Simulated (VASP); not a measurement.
OSZICAR of a VASP run on ZrC (space group Fm-3m):

**OSZICAR**
```
       N       E                     dE             d eps       ncg     rms          rms(c)
DAV:   1     0.917665036413E+02    0.91767E+02   -0.77680E+03  1128   0.110E+03
DAV:   2    -0.171916909240E+02   -0.10896E+03   -0.10273E+03  1332   0.303E+02
DAV:   3    -0.216690101251E+02   -0.44773E+01   -0.44184E+01  1616   0.555E+01
DAV:   4    -0.218462521580E+02   -0.17724E+00   -0.17714E+00  1420   0.107E+01
DAV:   5    -0.218516352593E+02   -0.53831E-02   -0.53829E-02  1652   0.152E+00    0.218E+01
DAV:   6    -0.186196474635E+02    0.32320E+01   -0.15203E+01  1268   0.277E+01    0.832E+00
DAV:   7    -0.185315612046E+02    0.88086E-01   -0.62451E-01  1352   0.641E+00    0.597E+00
DAV:   8    -0.185312338267E+02    0.32738E-03   -0.11550E-01  1224   0.331E+00    0.138E+00
DAV:   9    -0.185275245482E+02    0.37093E-02   -0.26843E-02  1424   0.108E+00    0.434E-01
DAV:  10    -0.185280125463E+02   -0.48800E-03   -0.19176E-03  1328   0.560E-01    0.342E-01
DAV:  11    -0.185278352729E+02    0.17727E-03   -0.61432E-04  1276   0.193E-01    0.175E-02
DAV:  12    -0.185278304811E+02    0.47918E-05   -0.12749E-05  1624   0.386E-02    0.103E-02
DAV:  13    -0.185278299420E+02    0.53917E-06   -0.27178E-07   680   0.559E-03
   1 F= -.18527830E+02 E0= -.18528031E+02  d E =0.604561E-03
```

Problem. Which electronic solver shows in the log?

Solution. It is blocked Davidson (ALGO = Normal, or the opening steps of other solvers). The INCAR had ALGO = Normal.

Problem. Can the final energy be trusted as converged?

Solution. The run converged. It stopped with EDIFF = 1E-6, NELM = 100 (RPBE GGA, plane waves, VASP's PBE PAW potentials (set 64)).

The structure comes from a computed database's ZrC entry; how it stands against other phases isn't given here. The cell was not relaxed at this level. The run is one of a series of settings (GGA = RP against the base run), some of them coarse on purpose.
